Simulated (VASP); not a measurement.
Level of theory: PW91 GGA, VASP's PBE PAW potentials (set 64) (plane waves; VASP 6.6.1).

A VASP calculation is set up with these files.

### POSCAR
```
PtAl2
1
   -0.0000000000     2.9749978212     2.9749978212
    2.9749978212     0.0000000000     2.9749978212
    2.9749978212     2.9749978212     0.0000000000
Al Pt
2 1
Direct
  0.2500000000   0.2500000000   0.2500000000
  0.7500000000   0.7500000000   0.7500000000
  0.0000000000   0.0000000000   0.0000000000
```

**INCAR**
```
SIGMA=0.1   # width (eV)
LWAVE=.False.
LCHARG=.False.
LASPH=.True.   # aspherical one-centre terms
PREC=Accurate
EDIFF=1E-6   # SCF stop (eV)
NELM=100
IBRION=2
EDIFFG=-0.02   # ionic stop
NSW=60
ISMEAR=1   # Methfessel-Paxton
GGA=91   # PW91
LMAXMIX=6   # l cut-off of mixed one-centre charges
ENCUT=520
ISIF=3
LREAL=.False.   # projection in real space or not
ALGO=Normal   # blocked Davidson
SYSTEM=PtAl2
```

**KPOINTS**
```
Regular mesh
0
Gamma
  8 8 8
0 0 0
```

POTCAR, in this order: Al Pt (PBE.64 set). Program: vasp_std.

The run wrote:

File OUTCAR:
```
 ion  position               nearest neighbor table
   1  0.250  0.250  0.250-   3 2.58   3 2.58   3 2.58   3 2.58   2 2.97   2 2.97   2 2.97   2 2.97
                             2 2.97   2 2.97
   2  0.750  0.750  0.750-   3 2.58   3 2.58   3 2.58   3 2.58   1 2.97   1 2.97   1 2.97   1 2.97
                             1 2.97   1 2.97
   3  0.000  0.000  0.000-   2 2.58   2 2.58   2 2.58   1 2.58   2 2.58   1 2.58   1 2.58   1 2.58
  LATTYP: Found a face centered cubic cell.
 ALAT       =     5.9499956424
 Subroutine PRICEL returns:
 Original cell was already a primitive cell.
 Subroutine GETGRP returns: Found 48 space group operations
The static configuration has the point symmetry O_h .
The dynamic configuration has the point symmetry O_h .
 Subroutine INISYM returns: Found 48 space group operations
 Subroutine IBZKPT returns following result:
 Found     29 irreducible k-points:

 Following reciprocal coordinates:
            Coordinates               Weight
  0.000000  0.000000  0.000000      1.000000
  0.125000  0.000000  0.000000      8.000000
  0.250000  0.000000  0.000000      8.000000
  0.375000  0.000000  0.000000      8.000000
  0.500000  0.000000  0.000000      4.000000
  0.125000  0.125000  0.000000      6.000000
  0.250000  0.125000  0.000000     24.000000
  0.375000  0.125000  0.000000     24.000000
  0.500000  0.125000  0.000000     24.000000
 -0.375000  0.125000  0.000000     24.000000
 -0.250000  0.125000  0.000000     24.000000
 -0.125000  0.125000  0.000000     12.000000
  0.250000  0.250000  0.000000      6.000000
  0.375000  0.250000  0.000000     24.000000
  0.500000  0.250000  0.000000     24.000000
 -0.375000  0.250000  0.000000     24.000000
 -0.250000  0.250000  0.000000     12.000000
  0.375000  0.375000  0.000000      6.000000
  0.500000  0.375000  0.000000     24.000000
 -0.375000  0.375000  0.000000     12.000000
  0.500000  0.500000  0.000000      3.000000
...
```

OSZICAR:
```
       N       E                     dE             d eps       ncg     rms          rms(c)
DAV:   1     0.503100756105E+02    0.50310E+02   -0.67113E+03   720   0.112E+03
DAV:   2    -0.149676718753E+02   -0.65278E+02   -0.58790E+02   828   0.187E+02
DAV:   3    -0.168257706272E+02   -0.18581E+01   -0.18338E+01   896   0.308E+01
DAV:   4    -0.168432277354E+02   -0.17457E-01   -0.17451E-01   808   0.352E+00
DAV:   5    -0.168435145810E+02   -0.28685E-03   -0.28680E-03   892   0.472E-01    0.893E+00
DAV:   6    -0.163397483469E+02    0.50377E+00   -0.29525E+00   792   0.168E+01    0.205E+00
DAV:   7    -0.162528087381E+02    0.86940E-01   -0.24669E-01   768   0.510E+00    0.165E+00
DAV:   8    -0.162225477814E+02    0.30261E-01   -0.34745E-02   792   0.183E+00    0.255E-01
DAV:   9    -0.162224371643E+02    0.11062E-03   -0.24215E-03   820   0.487E-01    0.170E-01
DAV:  10    -0.162225685202E+02   -0.13136E-03   -0.32586E-04   752   0.157E-01    0.193E-02
DAV:  11    -0.162225642686E+02    0.42516E-05   -0.20846E-05   852   0.482E-02    0.916E-03
DAV:  12    -0.162225651054E+02   -0.83679E-06   -0.37314E-06   744   0.150E-02
   1 F= -.16222565E+02 E0= -.16222703E+02  d E =-.162226E+02
```

File OUTCAR:
```
------------------------ aborting loop because EDIFF is reached ----------------------------------------
  FORCE on cell =-STRESS in cart. coord.  units (eV):
  Direction    XX          YY          ZZ          XY          YZ          ZX
  --------------------------------------------------------------------------------------
  Total        0.0284012      0.0284012      0.0284012     -0.0000000     -0.0000000     -0.0000000
  in kB        0.8640882      0.8640882      0.8640882     -0.0000000     -0.0000000     -0.0000000
  external PRESSURE =       0.8640882 kB  Pullay stress =       0.0000000 kB
  volume of cell :       52.66
      direct lattice vectors                 reciprocal lattice vectors
     0.000000000  2.974997821  2.974997821    -0.168067350  0.168067350  0.168067350
     2.974997821  0.000000000  2.974997821     0.168067350 -0.168067350  0.168067350
     2.974997821  2.974997821  0.000000000     0.168067350  0.168067350 -0.168067350
 POSITION                                       TOTAL-FORCE (eV/Angst)
 -----------------------------------------------------------------------------------
      1.48750      1.48750      1.48750        -0.000000     -0.000000     -0.000000
      4.46250      4.46250      4.46250         0.000000      0.000000      0.000000
      0.00000      0.00000      0.00000         0.000000      0.000000     -0.000000
 -----------------------------------------------------------------------------------
    total drift:                                0.000000     -0.000000      0.000000
  FREE ENERGIE OF THE ION-ELECTRON SYSTEM (eV)
  ---------------------------------------------------
  free  energy   TOTEN  =       -16.2225651054 eV

  energy  without entropy=      -16.2229776758  energy(sigma->0) =      -16.22270263

 reached required accuracy - stopping structural energy minimisation
```
(Selected blocks of OUTCAR.)

The compound is PtAl2 in the fluorite structure. It was relaxed first. The start is the result of an earlier pass.
